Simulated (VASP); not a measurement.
Data:

```yaml
crystal:
  lattice:
    - [1.22760, -2.12627, 0.00000]
    - [1.22760, 2.12627, 0.00000]
    - [0.00000, 0.00000, 7.11784]
  atoms:
    - { symbol: C, position: [0.00000, 0.00000, 0.25000] }
    - { symbol: C, position: [0.00000, 0.00000, 0.75000] }
    - { symbol: C, position: [0.33333, 0.66667, 0.25000] }
    - { symbol: C, position: [0.66667, 0.33333, 0.75000] }
```

Method: MS2 meta-GGA, VASP's PBE PAW potentials (set 64) (plane waves; VASP). Settings: 520 eV cut-off, 11×11×4 Γ-centred mesh, tetrahedra with Blöchl corrections, potentials C.

Q: Estimate the energy per atom (σ→0), band gap (over mesh and band path) with the smallest direct gap where there is one.

A: 
| Property | Value |
|---|---|
| band gap (over mesh and band path) | none (metal, semimetal or under 0.01 eV) |
| energy per atom (σ→0) | -11.032 eV/atom |

Only differences to runs with the same potentials and settings are physical.

The compound is C in the graphite structure. It was relaxed first, which changed the volume by +6 %.
